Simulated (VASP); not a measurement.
Here is the system:

```xyz
4
Lattice="4.2395 0.0000 0.0000 -2.1197 3.6715 0.0000 0.0000 0.0000 6.9853" Properties=species:S:1:pos:R:3 pbc="T T T"
Cu     0.0000     2.4477     0.0074
Cu     2.1197     1.2238     3.5000
I      0.0000     2.4477     2.6121
I      2.1197     1.2238     6.1048
```

Calculation: r2SCAN meta-GGA, VASP's PBE PAW potentials (set 64) (plane waves; VASP 6.6.1). Settings: 400 eV cut-off, 7×7×4 Γ-centred mesh, tetrahedra with Blöchl corrections, potentials Cu I.

The cores are frozen, which limits the accuracy of field gradients.

Question: Give the principal components of the electric field gradient (V/Å²) and the asymmetry η at each nucleus.

Answer: 
```csv
atom,Vxx,Vyy,Vzz,η
Cu1,0.2,0.2,-0.4,-
Cu2,0.2,0.2,-0.4,-
I3,-6.2,-6.2,12.5,0.00
I4,-6.2,-6.2,12.5,0.00
```

The structure was generated: CuI was put into the wurtzite type (P6_3mc), which need not be its known phase. It was relaxed first, which changed the volume by -11 %.
